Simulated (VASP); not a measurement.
Data:

```yaml
crystal:
  lattice:
    - [2.31772, -4.01442, 0.00000]
    - [2.31772, 4.01442, 0.00000]
    - [0.00000, 0.00000, 7.58436]
  atoms:
    - { symbol: Ag, position: [0.66667, 0.33333, 0.50000] }
    - { symbol: Ag, position: [0.33333, 0.66667, 0.00000] }
    - { symbol: I, position: [0.66667, 0.33333, 0.87500] }
    - { symbol: I, position: [0.33333, 0.66667, 0.37500] }
```

These are PBE GGA with D3 dispersion (Becke-Johnson damping), VASP's PBE PAW potentials (set 64) (plane waves; VASP) values and carry that method's errors. Run with 520 eV cut-off, 6×6×3 Γ-centred mesh, Gaussian smearing of 0.050 eV, potentials Ag I.

Unless said otherwise, spin-orbit coupling is left out, though it shifts the bands of the heavy elements here.

Problem. Predict the energy per atom (σ→0), band gap (on the k-mesh) with the smallest direct gap where there is one.

Solution. 
```yaml
band gap (on the k-mesh): 1.37 eV
smallest direct gap (on the k-mesh): 1.37 eV
energy per atom (σ→0): -2.704 eV/atom
```

Only differences to runs with the same potentials and settings are physical.

The compound is AgI in the wurtzite structure. This cell is one point of a volume scan, at 1.03 of the reference volume.
